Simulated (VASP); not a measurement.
Input:

```
TaN
1.0
    0.00000     2.21132     2.21132
    2.21132     0.00000     2.21132
    2.21132     2.21132     0.00000
Ta N
1 1
Direct
  0.50000   0.50000   0.50000
  0.00000   0.00000   0.00000
```

These are PBE GGA, VASP's PBE PAW potentials (set 64) (plane waves; VASP 6.6.1) values and carry that method's errors. Run with 400 eV cut-off, 9×9×9 Γ-centred mesh, Gaussian smearing of 0.20 eV, potentials Ta_pv N.

At this cut-off the stress carries a Pulay error, which pulls relaxed volumes low.

Q: The ions, cell shape and volume are relaxed. Predict the relaxed structure.

A: 
```
TaN
1.0
    0.00000     2.20356     2.20356
    2.20356     0.00000     2.20356
    2.20356     2.20356     0.00000
Ta N
1 1
Direct
  0.50000   0.50000   0.50000
  0.00000   0.00000   0.00000
```
Space group Fm-3m (225), at a tolerance of 0.03 Å.

Q: How do energy and volume change from the first to the last step?

A: The energy (σ→0) changes by -1.4 meV/atom and the volume by -1.0 %, in 3 ionic steps.

The structure comes from a computed database's TaN entry; how it stands against other phases isn't given here. This run relaxes it. Symmetry was kept, so distortions that lower it aren't found. The run is one of a series of settings (EDIFFG = -0.01, IBRION = 2, ISIF = 3, NSW = 50 against the base run), some of them coarse on purpose. VASP warned that the highest band is occupied, so more bands are needed.
